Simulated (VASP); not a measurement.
LiPb:

```
Li Pb
1.0
     3.48418    0.00000    0.00000
     0.00000    3.48418    0.00000
     0.00000    0.00000    3.48418
Li Pb
1 1
Direct
  0.00000 0.00000 0.00000
  0.50000 0.50000 0.50000
```

The cell was built by a generator and needn't be a form met in nature.

* Program: VASP 6.6.1
* Task: relaxation of cell and atoms
* Functional: r2SCAN
* Potentials or basis: VASP PAW PBE potentials, release 64 (Li_sv, Pb_d)
* Cutoff: 600 eV
* k mesh: 5 × 5 × 5
* Occupations: fermi-dirac, width 0.1 eV
* Spin: no spin polarisation

At the start: pressure 1.3 GPa; volume 21.15 Å³/atom.

How do energy, volume and symmetry change on relaxing?

Over 3 steps the energy falls by 2.3 meV/atom and the volume is 21.76 Å³/atom (+2.9 %); space group Pm-3m (No. 221, to 0.05 Å).

Step by step:
```tsv
step	energy change (eV)	largest force (eV/Å)	pressure (GPa)	volume (Å³)
1	0.0000	0.0000	1.27	42.30
2	-0.0044	0.0000	0.16	43.33
3	-0.0046	0.0000	0.02	43.51
```

Final structure:
```yaml
crystal:
  lattice:
    - [3.51724, 0.00000, 0.00000]
    - [0.00000, 3.51724, 0.00000]
    - [0.00000, 0.00000, 3.51724]
  atoms:
    - { symbol: Li, position: [0.00000, 0.00000, 0.00000] }
    - { symbol: Pb, position: [0.50000, 0.50000, 0.50000] }
```

Caveat: the k mesh is coarse (spacing up to 0.36 Å⁻¹), so the values aren't converged; the cutoff is under 1.25 times the usual one of these potentials, so pressure, stress and relaxed cells hold a basis-set (Pulay) error; the PAW data sets were made with another functional, which shifts forces and pressure a little.
